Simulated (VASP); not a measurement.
Given:

```xyz
4
Lattice="5.1594 2.5705 2.5705 2.5705 5.1594 2.5705 2.5705 2.5705 5.1594" Properties=species:S:1:pos:R:3 pbc="T T T"
Mn     0.0000     0.0000     0.0000
Mn     5.1502     5.1502     5.1502
S      2.5751     2.5751     2.5751
S      7.7253     7.7253     7.7253
```
Starting moments (μB, in the order of the record's atoms Mn Mn S S): 4.1 -4.1 0.0 0.0.

Method: optB88-vdW, VASP's PBE PAW potentials (set 64) (plane waves; VASP). Settings: 520 eV cut-off, 7×7×7 Γ-centred mesh, Gaussian smearing of 0.050 eV, potentials Mn_pv S.

**Question.** Estimate the cell moment, energy per atom (σ→0), pressure.

**Answer.** 
| Property | Result |
|---|---|
| cell moment | 0.00 μB |
| energy per atom (σ→0) | -4.635 eV/atom |
| pressure | -2.22 GPa |

**Question.** Give the moment on each site (PAW-sphere projection).

**Answer.** 
```
site  moment (μB)
----  -----------
Mn1          4.14
Mn2         -4.14
S3           0.00
S4           0.00
```

Total energies compare only between runs with the same potentials, cut-off and functional.

The compound is MnS in the rock salt, AFM-II order structure. This cell is one point of a volume scan, at 1.03 of the reference volume.
